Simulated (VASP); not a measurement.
These are LDA (Ceperley-Alder, Perdew-Zunger) + U (Dudarev), VASP's LDA PAW potentials (set 64) (plane waves; VASP) values and carry that method's errors.

Input for VASP

### KPOINTS
```
Automatic mesh
0
Gamma
7 7 7
0 0 0
```

### INCAR
```
ISIF=2
LDAUU=0 4.0 0
LDAU=.TRUE.
LDAUTYPE=2   ! Dudarev
ALGO=Normal   ! blocked Davidson
PREC=Accurate
LWAVE=.FALSE.
SYSTEM=K(FeS)2
LASPH=.TRUE.   ! aspherical one-centre terms
EDIFF=1E-6   ! SCF stop (eV)
LCHARG=.FALSE.
SIGMA=0.136   ! width (eV)
ISMEAR=-1   ! Fermi-Dirac
NELM=100   ! most electronic steps
LMAXMIX=4   ! l cut-off of mixed one-centre charges
LDAUJ=0 0 0
LDAUL=-1 2 -1
LREAL=.FALSE.   ! projection in real space or not
ENCUT=300
```

POSCAR:
```
K(FeS)2
1.0
 -1.8233650000   1.8233650000   6.3250600000
  1.8233650000  -1.8233650000   6.3250600000
  1.8233650000   1.8233650000  -6.3250600000
K Fe S
1 2 2
Cartesian
  0.0000000000   0.0000000000   0.0000000000
  0.0000000000   1.8233650000   3.1625300000
  1.8233650000   0.0000000000   3.1625300000
  0.0000000000  -0.0000000000   8.3204899288
 -0.0000000000   0.0000000000   4.3296300712
```

POTCAR, in this order: K_sv Fe S (LDA.64 set). Program: vasp_std.

At this cut-off the stress carries a Pulay error, which pulls relaxed volumes low.

Question: Estimate the energy per atom (σ→0), pressure, largest force, band gap (on the k-mesh).

Answer: 
| Property | Result |
|---|---|
| energy per atom (σ→0) | -4.962 eV/atom |
| band gap (on the k-mesh) | none (metal, semimetal or under 0.01 eV) |
| pressure | -8.44 GPa |
| largest force | 0.904 eV/Å |

File OSZICAR:
```
...
DAV:  10    -0.248680069825E+02   -0.50413E-02   -0.31702E-02  2632   0.130E+00    0.286E-01
DAV:  11    -0.248693698435E+02   -0.13629E-02   -0.31304E-03  2434   0.500E-01    0.156E-01
DAV:  12    -0.248699243025E+02   -0.55446E-03   -0.96606E-04  2430   0.266E-01    0.741E-02
DAV:  13    -0.248701504486E+02   -0.22615E-03   -0.42117E-04  2288   0.158E-01    0.348E-02
DAV:  14    -0.248701752176E+02   -0.24769E-04   -0.63720E-05  2392   0.731E-02    0.153E-02
DAV:  15    -0.248701820575E+02   -0.68399E-05   -0.26070E-05  2634   0.449E-02    0.655E-03
DAV:  16    -0.248701823585E+02   -0.30095E-06   -0.22828E-06  1240   0.148E-02
   1 F= -.24870182E+02 E0= -.24809661E+02  d E =-.121043E+00
```

The structure comes from a computed database's Fe2KS2 entry; how it stands against other phases isn't given here. The cell was not relaxed at this level. The k-mesh is coarse (spacing up to 0.35 per Å, 2π included), so the numbers may not be converged in it. The run is one of a series of settings (LDAU = .TRUE., LDAUJ = 0 0 0, LDAUL = -1 2 -1, LDAUTYPE = 2, LDAUU = 0 4.0 0 against the base run), some of them coarse on purpose. The run is not spin-polarised, so no magnetic state was tried. The electron count is odd and the run is not spin-polarised, which forces a metal. A gapless solution with U can be a metastable orbital state.
